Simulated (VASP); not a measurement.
All values below come from PBE GGA, VASP's PBE PAW potentials (set 64) (plane waves; VASP 6.6.1).

The input files of a VASP run:

### INCAR
```
ALGO=Normal
EDIFF=1E-6
ENCUT=300
GGA=PE
ISIF=2
ISMEAR=-1
LASPH=.True.
LCHARG=.False.
LMAXMIX=4
LREAL=.False.
LWAVE=.False.
NELM=100
PREC=Accurate
SIGMA=0.05
SYSTEM=As
```

File KPOINTS:
```
Automatic mesh
0
G
  2 2 2
```

POSCAR:
```
As
1
    3.6803640000    -1.8800000000     0.0000000000
    3.6803640000     1.8800000000     0.0000000000
    2.7200240000     0.0000000000     3.1114220000
As
2
Direct
  0.2270000000   0.2270000000   0.2270000000
  0.7730000000   0.7730000000   0.7730000000
```

POTCAR, in this order: As (PBE.64 set). Program: vasp_std.

What VASP printed:

File OUTCAR:
```
 ion  position               nearest neighbor table
   1  0.227  0.227  0.227-   2 2.52   2 2.52   2 2.52
   2  0.773  0.773  0.773-   1 2.52   1 2.52   1 2.52
  LATTYP: Found a trigonal (rhomboedric) cell.
 ALAT       =     4.1327326520
 COS(alpha) =     0.5861231962
 Subroutine PRICEL returns:
 Original cell was already a primitive cell.
 Subroutine GETGRP returns: Found 12 space group operations
The static configuration has the point symmetry D_3d.
The dynamic configuration has the point symmetry D_3d.
 Subroutine INISYM returns: Found 12 space group operations
 Subroutine IBZKPT returns following result:
 Found      4 irreducible k-points:

 Following reciprocal coordinates:
            Coordinates               Weight
  0.000000  0.000000  0.000000      1.000000
  0.500000  0.000000 -0.000000      3.000000
  0.500000  0.500000 -0.000000      3.000000
  0.500000  0.500000  0.500000      1.000000
   k-points           NKPTS =      4   k-points in BZ     NKDIM =      4   number of bands    NBANDS=      9
   number of dos      NEDOS =    301   number of ions     NIONS =      2
   total plane-waves  NPLWV =  13824
   dimension x,y,z NGX =    24 NGY =   24 NGZ =   24
...
```

OSZICAR:
```
       N       E                     dE             d eps       ncg     rms          rms(c)
DAV:   1     0.204885065674E+02    0.20489E+02   -0.33640E+03    72   0.604E+02
DAV:   2    -0.681093240199E+01   -0.27299E+02   -0.25332E+02   123   0.102E+02
DAV:   3    -0.747002940072E+01   -0.65910E+00   -0.65397E+00    78   0.189E+01
DAV:   4    -0.747244486260E+01   -0.24155E-02   -0.24152E-02    93   0.131E+00
DAV:   5    -0.747245507986E+01   -0.10217E-04   -0.10216E-04    78   0.613E-02    0.405E+00
DAV:   6    -0.740527459487E+01    0.67180E-01   -0.67512E-02    77   0.158E+00    0.237E+00
DAV:   7    -0.738605614254E+01    0.19218E-01   -0.55554E-02    77   0.157E+00    0.477E-01
DAV:   8    -0.738678861503E+01   -0.73247E-03   -0.27297E-03    84   0.418E-01    0.843E-02
DAV:   9    -0.738700842804E+01   -0.21981E-03   -0.31679E-04    76   0.134E-01    0.379E-02
DAV:  10    -0.738710600624E+01   -0.97578E-04   -0.23411E-04    77   0.106E-01    0.131E-02
DAV:  11    -0.738710255069E+01    0.34556E-05   -0.11104E-05    78   0.251E-02    0.695E-03
DAV:  12    -0.738710239365E+01    0.15704E-06   -0.20248E-06    67   0.106E-02
   1 F= -.73871024E+01 E0= -.73688887E+01  d E =-.364274E-01
```

OUTCAR:
```
------------------------ aborting loop because EDIFF is reached ----------------------------------------
  FORCE on cell =-STRESS in cart. coord.  units (eV):
  Direction    XX          YY          ZZ          XY          YZ          ZX
  --------------------------------------------------------------------------------------
  Total        3.7768678      4.5484175      4.4749158      0.0000000      0.0000000     -0.2381389
  in kB      140.5415798    169.2518274    166.5167436      0.0000000      0.0000000     -8.8614232
  external PRESSURE =     158.7700502 kB  Pullay stress =       0.0000000 kB
  volume of cell :       43.06
      direct lattice vectors                 reciprocal lattice vectors
     3.680364000 -1.880000000  0.000000000     0.135856127 -0.265957447 -0.118766251
     3.680364000  1.880000000  0.000000000     0.135856127  0.265957447 -0.118766251
     2.720024000  0.000000000  3.111422000     0.000000000  0.000000000  0.321396455
 POSITION                                       TOTAL-FORCE (eV/Angst)
 -----------------------------------------------------------------------------------
      2.28833      0.00000      0.70629        -2.189529      0.000000     -0.675798
      7.79242      0.00000      2.40513         2.189529      0.000000      0.675798
 -----------------------------------------------------------------------------------
    total drift:                               -0.000000     -0.000000     -0.000000
  FREE ENERGIE OF THE ION-ELECTRON SYSTEM (eV)
  ---------------------------------------------------
  free  energy   TOTEN  =        -7.3871023937 eV

  energy  without entropy=       -7.3506749992  energy(sigma->0) =       -7.36888870
```
(Selected blocks of OUTCAR.)

### OUTCAR
```
 val. band max:        5.2298057588   @ k =   0.5000   0.5000   0.5000

 cond. band min:       5.3636498408   @ k =   0.5000   0.0000  -0.0000


 Fermi energy:         5.2870493724

 k-point     1 :       0.0000    0.0000    0.0000
  band No.  band energies     occupation
      1      -9.3657      2.00000
      2      -0.1855      2.00000
      3       2.9994      2.00000
      4       3.6975      2.00000
      5       3.6975      2.00000
      6       7.4655      0.00000
      7       8.5546      0.00000
      8       8.5546      0.00000
      9      12.3882      0.00000

 k-point     2 :       0.5000    0.0000   -0.0000
  band No.  band energies     occupation
      1      -6.5931      2.00000
      2      -5.4617      2.00000
      3       2.8080      2.00000
      4       2.9081      2.00000
      5       5.1756      1.80550
      6       5.3636      0.35540
      7       5.8196      0.00005
      8       6.8520      0.00000
      9      14.5044      0.00000

 k-point     3 :       0.5000    0.5000   -0.0000
  band No.  band energies     occupation
      1      -6.5707      2.00000
      2      -3.9780      2.00000
      3      -0.4862      2.00000
      4       1.2944      2.00000
      5       1.5465      2.00000
      6       7.1316      0.00000
      7      11.0576      0.00000
      8      12.3881      0.00000
      9      12.8907      0.00000

 k-point     4 :       0.5000    0.5000    0.5000
  band No.  band energies     occupation
      1      -7.9971      2.00000
      2      -4.5401      2.00000
      3       3.9918      2.00000
      4       3.9918      2.00000
      5       5.2298      1.51715
      6       6.3239      0.00000
      7       6.3239      0.00000
      8       7.3097      0.00000
      9      13.6898      0.00000
```

The structure is a typed As crystal (R-3m). The cell was not relaxed at this level. The k-mesh is coarse (spacing up to 1.01 per Å, 2π included), so the numbers may not be converged in it. The run is one of a series of settings (KPOINTS 2×2×2 Γ-centred mesh against the base run), some of them coarse on purpose.
